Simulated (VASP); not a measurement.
A VASP calculation is set up with these files.

File POSCAR:
```
TaSe2
1
    1.6967686882     0.9796295704     6.3351337450
   -1.6967686882     0.9796295704     6.3351337450
    0.0000000000    -1.9592600629     6.3351337385
Ta Se
1 2
Direct
  0.0000000000   0.0000000000   0.0000000000
  0.2457755434   0.2457755434   0.2457755434
  0.7542244566   0.7542244566   0.7542244566
```

INCAR:
```
ALGO=Normal
EDIFF=1E-7
ENCUT=400
ISIF=2
ISMEAR=-5
LASPH=.TRUE.
LCHARG=.TRUE.
LEFG=.TRUE.
LMAXMIX=6
LORBIT=11
LREAL=.FALSE.
LWAVE=.FALSE.
NEDOS=601
NELM=100
PREC=Accurate
SYSTEM=TaSe2
```

KPOINTS:
```
Automatic mesh
0
Gamma
12 12 12
0 0 0
```

POTCAR, in this order: Ta_pv Se (LDA.64 set). Program: vasp_std.

Task: Write an equivalent input for Ansatz.

Result: One equivalent input (not run):
Ansatz 0.2 input:
```yaml
crystal:
  lattice:
    - [1.6967687, 0.9796296, 6.3351337]
    - [-1.6967687, 0.9796296, 6.3351337]
    - [0.0000000, -1.9592601, 6.3351337]
  atoms:
    - { symbol: Ta, position: [0.0000000, 0.0000000, 0.0000000] }
    - { symbol: Se, position: [0.2457755, 0.2457755, 0.2457755] }
    - { symbol: Se, position: [0.7542245, 0.7542245, 0.7542245] }
kpoints:
  mp_grid: { grid: [12, 12, 12] }
hamiltonian:
  xc: lda
  pseudopotentials: { kind: paw }
scf:
  occupations: { method: tetrahedron }
  max_iter: 100
output: { forces: true, stress: true, eigenvalues: true }
```
The two are equivalent in intent, not identical: each code has its own PAW files, so the cut-off isn't converted (ENCUT is set for VASP's; basis.ecutwfc is left out, and Ansatz then takes the one that its files recommend); Ansatz stops its SCF on the density residual and VASP on the energy change (EDIFF); Ansatz's lda is the Perdew-Wang form, while the LDA potentials of VASP carry Perdew-Zunger's; the field gradients of LEFG aren't asked of the other code.

The structure comes from a computed database's TaSe2 entry (R-3m); how it stands against other phases isn't given here. It was relaxed first, which changed the volume by -11 %.
